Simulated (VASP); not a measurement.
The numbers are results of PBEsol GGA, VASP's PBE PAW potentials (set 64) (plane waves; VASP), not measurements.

A VASP calculation is set up with these files.

**POSCAR**
```
CdHg3Se4
8.66320
  0.0001537079   0.7075371506   0.7066761840
  0.7075371506   0.0001537079   0.7066761840
  0.3538454292   0.3538454292   0.0000000000
Hg Se Cd
3 4 1
Cartesian
  0.7076908585   0.7076908585   1.4131597233
  0.3540893471   0.7074469407   1.0600127955
  0.7074469407   0.3540893471   1.0600127955
  0.1769227146   0.1769227146   0.1765656128
  0.5298756243   0.1778152342   0.5309200827
  0.1778152342   0.5298756243   0.5309200827
  0.5307681439   0.5307681439   0.8813958652
  0.7076908584   0.7076908584   0.7070986987
```

File KPOINTS:
```
Automatic mesh
0
gamma
  5 5 10
0 0 0
```

### INCAR
```
! general
SYSTEM =CdHg3Se4
PREC   =Accurate
ENCUT  =400
LREAL  =F   ! projection in real space or not
LASPH  =T

! electronic loop
EDIFF  =1E-7   ! SCF stop (eV)
NELM   =100
ALGO   =Normal   ! blocked Davidson
LMAXMIX=6   ! l cut-off of mixed one-centre charges

! smearing
ISMEAR =-5   ! tetrahedra, Bloechl

! functional
GGA    =PS

! ions
ISIF   =2   ! forces and stress, cell fixed

! output
LWAVE  =F
LCHARG =T
LORBIT =11   ! lm-projected
NEDOS  =601   ! DOS grid

! other
LEFG   =T
```

POTCAR, in this order: Hg Se Cd (PBE.64 set). Program: vasp_std.

What VASP printed:

OUTCAR:
```
 ion  position               nearest neighbor table
   1  1.000  1.000  0.000-   4 2.65   4 2.65   6 2.66   5 2.66
   2  1.000  0.500  0.000-   4 2.65   5 2.66   5 2.66   7 2.66
   3  0.500  1.000  0.000-   4 2.65   6 2.66   6 2.66   7 2.66
   4  0.125  0.125  0.250-   1 2.65   1 2.65   2 2.65   3 2.65
   5  0.127  0.624  0.249-   8 2.64   1 2.66   2 2.66   2 2.66
   6  0.624  0.127  0.249-   8 2.64   1 2.66   3 2.66   3 2.66
   7  0.624  0.624  0.253-   8 2.64   8 2.64   3 2.66   2 2.66
   8  0.500  0.500  0.999-   7 2.64   7 2.64   5 2.64   6 2.64
  LATTYP: Found a base centered orthorhombic cell.
 ALAT       =     8.6665895505
 B/A-ratio  =     1.4127995982
 C/A-ratio  =     0.5002172907
 Subroutine PRICEL returns:
 Original cell was already a primitive cell.
 Subroutine GETGRP returns: Found  4 space group operations
The static configuration has the point symmetry C_2v.
The dynamic configuration has the point symmetry C_2v.
 Subroutine INISYM returns: Found  4 space group operations
 Subroutine IBZKPT returns following result:
 Found     54 irreducible k-points:

 Following reciprocal coordinates:
            Coordinates               Weight
  0.000000  0.000000  0.000000      1.000000
  0.200000  0.000000  0.000000      4.000000
  0.400000  0.000000  0.000000      4.000000
  0.200000  0.200000  0.000000      2.000000
  0.400000  0.200000  0.000000      4.000000
 -0.400000  0.200000  0.000000      4.000000
 -0.200000  0.200000  0.000000      2.000000
  0.400000  0.400000  0.000000      2.000000
 -0.400000  0.400000  0.000000      2.000000
  0.000000  0.000000  0.100000      4.000000
  0.200000  0.000000  0.100000      4.000000
  0.400000  0.000000  0.100000      8.000000
 -0.400000  0.000000  0.100000      8.000000
 -0.200000 -0.000000  0.100000      8.000000
  0.400000  0.400000  0.100000      4.000000
 -0.400000  0.400000  0.100000      8.000000
 -0.200000  0.400000  0.100000      4.000000
 -0.400000 -0.400000  0.100000      2.000000
  0.000000  0.000000  0.200000      4.000000
  0.200000  0.000000  0.200000      8.000000
  0.400000  0.000000  0.200000      4.000000
 -0.400000 -0.000000  0.200000      8.000000
 -0.200000  0.000000  0.200000      8.000000
  0.200000  0.200000  0.200000      2.000000
 -0.400000  0.200000  0.200000      8.000000
 -0.400000 -0.400000  0.200000      4.000000
 -0.200000 -0.400000  0.200000      4.000000
 -0.000000 -0.000000  0.300000      4.000000
  0.200000 -0.000000  0.300000      8.000000
  0.400000 -0.000000  0.300000      8.000000
 -0.400000 -0.000000  0.300000      4.000000
 -0.200000  0.000000  0.300000      8.000000
  0.200000  0.200000  0.300000      4.000000
  0.400000  0.200000  0.300000      4.000000
 -0.200000  0.200000  0.300000      8.000000
 -0.200000 -0.200000  0.300000      2.000000
 -0.000000 -0.000000  0.400000      4.000000
  0.200000  0.000000  0.400000      8.000000
  0.400000  0.000000  0.400000      8.000000
 -0.400000 -0.000000  0.400000      8.000000
   k-points           NKPTS =     54   k-points in BZ     NKDIM =     54   number of bands    NBANDS=     43
   number of dos      NEDOS =    601   number of ions     NIONS =      8
   total plane-waves  NPLWV = 100800
   dimension x,y,z NGX =    60 NGY =   60 NGZ =   28
   dimension x,y,z NGXF=   120 NGYF=  120 NGZF=   56
   ions per type =               3   4   1
   PREC   = accura    normal or accurate (medium, high low for compatibility)
   ISTART =      0    job   : 0-new  1-cont  2-samecut
   ICHARG =      2    charge: 1-file 2-atom 10-const
   ISPIN  =      1    spin polarized calculation?
   LNONCOLLINEAR =      F non collinear calculations
...
```

**OSZICAR**
```
       N       E                     dE             d eps       ncg     rms          rms(c)
DAV:   1     0.456120557596E+03    0.45612E+03   -0.29238E+04  4652   0.122E+03
DAV:   2     0.680927378549E+01   -0.44931E+03   -0.44022E+03  5200   0.324E+02
DAV:   3    -0.215475850511E+02   -0.28357E+02   -0.28187E+02  5502   0.789E+01
DAV:   4    -0.218950898252E+02   -0.34750E+00   -0.34683E+00  5270   0.841E+00
DAV:   5    -0.218987305869E+02   -0.36408E-02   -0.36397E-02  5349   0.817E-01    0.148E+01
DAV:   6    -0.206189551677E+02    0.12798E+01   -0.30772E+00  5788   0.155E+01    0.114E+01
DAV:   7    -0.206092519287E+02    0.97032E-02   -0.14514E+00  4915   0.518E+00    0.444E+00
DAV:   8    -0.205878469168E+02    0.21405E-01   -0.26526E-01  5318   0.408E+00    0.838E-01
DAV:   9    -0.205850462755E+02    0.28006E-02   -0.32048E-02  4992   0.166E+00    0.200E-01
DAV:  10    -0.205850807973E+02   -0.34522E-04   -0.12904E-03  5201   0.197E-01    0.719E-02
DAV:  11    -0.205850744190E+02    0.63783E-05   -0.53641E-04  5627   0.161E-01    0.331E-02
DAV:  12    -0.205850774799E+02   -0.30610E-05   -0.98571E-05  4977   0.565E-02    0.758E-03
DAV:  13    -0.205850793634E+02   -0.18835E-05   -0.74163E-06  5108   0.112E-02    0.336E-03
DAV:  14    -0.205850797631E+02   -0.39965E-06   -0.15013E-06  5166   0.747E-03    0.108E-03
DAV:  15    -0.205850798238E+02   -0.60738E-07   -0.22146E-07  3842   0.305E-03
   1 F= -.20585080E+02 E0= -.20585080E+02  d E =0.000000E+00
```

**OUTCAR**
```
------------------------ aborting loop because EDIFF is reached ----------------------------------------
  FORCE on cell =-STRESS in cart. coord.  units (eV):
  Direction    XX          YY          ZZ          XY          YZ          ZX
  --------------------------------------------------------------------------------------
  Total        0.0311709      0.0311709      0.0552854     -0.0071270      0.0000000      0.0000000
  in kB        0.2171229      0.2171229      0.3850940     -0.0496434      0.0000000      0.0000000
  external PRESSURE =       0.2731132 kB  Pullay stress =       0.0000000 kB
  volume of cell :      230.01
      direct lattice vectors                 reciprocal lattice vectors
     0.001331602  6.129535843  6.122077117    -0.081589970  0.081589970  0.081671627
     6.129535843  0.001331602  6.122077117     0.081589970 -0.081589970  0.081671627
     3.065433722  3.065433722  0.000000000     0.163109056  0.163109056 -0.163343254
 POSITION                                       TOTAL-FORCE (eV/Angst)
 -----------------------------------------------------------------------------------
      6.13087      6.13087     12.24249        -0.000000     -0.000000     -0.005899
      3.06755      6.12875      9.18310         0.008509     -0.008509      0.002440
      6.12875      3.06755      9.18310        -0.008509      0.008509      0.002440
      1.53272      1.53272      1.52962        -0.000000     -0.000000     -0.003200
      4.59042      1.54045      4.59947         0.000621     -0.000621     -0.004648
      1.54045      4.59042      4.59947        -0.000621      0.000621     -0.004648
      4.59815      4.59815      7.63571         0.000000      0.000000      0.005395
      6.13087      6.13087      6.12574         0.000000      0.000000      0.008118
 -----------------------------------------------------------------------------------
    total drift:                               -0.000003     -0.000003      0.001558
  FREE ENERGIE OF THE ION-ELECTRON SYSTEM (eV)
  ---------------------------------------------------
  free  energy   TOTEN  =       -20.5850798238 eV

  energy  without entropy=      -20.5850798238  energy(sigma->0) =      -20.58507982

 total charge

# of ion       s       p       d       tot
------------------------------------------
    1        0.710   0.400   9.381  10.490
    2        0.707   0.397   9.382  10.486
    3        0.707   0.397   9.382  10.486
    4        1.466   2.283   0.034   3.783
    5        1.461   2.305   0.031   3.796
    6        1.461   2.305   0.031   3.796
    7        1.456   2.326   0.028   3.809
    8        0.454   0.312   9.543  10.310
--------------------------------------------------
tot          8.420  10.724  37.813  56.957

 Electric field gradients after diagonalization (V/A^2)
 (convention: |V_zz| > |V_xx| > |V_yy|)
----------------------------------------------------------------------
 ion       V_xx      V_yy      V_zz     asymmetry (V_yy - V_xx)/ V_zz
----------------------------------------------------------------------
   1       5.148     1.578    -6.725       0.531
   2       2.680     2.475    -5.155       0.040
   3       2.680     2.475    -5.155       0.040
   4      -1.580    -0.463     2.043       0.547
   5      26.533    22.891   -49.424       0.074
   6      26.533    22.891   -49.424       0.074
   7     -46.602    -0.384    46.986       0.984
   8       2.285     0.718    -3.002       0.522
```
(Selected blocks of OUTCAR.)

For a metal the tetrahedron method with Blöchl corrections gives inexact stress and forces.

The structure was generated: CdHg3Se4 was put into an ordered model structure (Amm2), which need not be its known phase. It was relaxed first.
